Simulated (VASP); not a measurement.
Computed with PBE GGA, VASP's PBE PAW potentials (set 64) (plane waves; VASP 6.6.1).

The input files of a VASP run:

### POSCAR
```
ZnSe
1.0
  0.0000000000   2.8706332983   2.8706332983
  2.8706332983   0.0000000000   2.8706332983
  2.8706332983   2.8706332983   0.0000000000
Zn Se
1 1
Cartesian
  0.0000000000   0.0000000000   0.0000000000
  1.4353166492   1.4353166492   1.4353166492
```

KPOINTS:
```
Automatic mesh
0
Gamma
8 8 8
0 0 0
```

INCAR:
```
SYSTEM  =  ZnSe
PREC  =  Normal; ENCUT  =  400; LREAL  =  .FALSE.
LASPH  =  .TRUE.
EDIFF  =  1E-5; NELM  =  100; NELMIN  =  4
ALGO  =  Fast; LMAXMIX  =  4
ISMEAR  =  0; SIGMA  =  0.05
GGA  =  PE
IBRION  =  2; NSW  =  20; ISIF  =  2
EDIFFG  =  -0.03
LWAVE  =  .FALSE.; LCHARG  =  .FALSE.
```

POTCAR, in this order: Zn Se (PBE.64 set). Program: vasp_std.

Estimate the energy per atom (σ→0), band gap (on the k-mesh).

- energy per atom (σ→0) = -3.016 eV/atom
- band gap (on the k-mesh) = 1.14 eV

File OSZICAR:
```
...
RMM:   6    -0.605166994473E+01    0.26977E+00   -0.69175E-01   754   0.905E+00    0.363E+00
RMM:   7    -0.603029261767E+01    0.21377E-01   -0.15362E-01   754   0.416E+00    0.135E+00
RMM:   8    -0.603172970963E+01   -0.14371E-02   -0.24495E-02   754   0.135E+00    0.633E-01
RMM:   9    -0.603159622348E+01    0.13349E-03   -0.62335E-03   754   0.109E+00    0.191E-01
RMM:  10    -0.603146681390E+01    0.12941E-03   -0.12906E-03   754   0.443E-01    0.542E-02
RMM:  11    -0.603152453236E+01   -0.57718E-04   -0.23024E-04   754   0.139E-01    0.405E-02
RMM:  12    -0.603152662948E+01   -0.20971E-05   -0.35715E-05   632   0.735E-02
   1 F= -.60315266E+01 E0= -.60315266E+01  d E =-.603153E+01
```

The compound is ZnSe in the zinc blende structure. It was relaxed first.
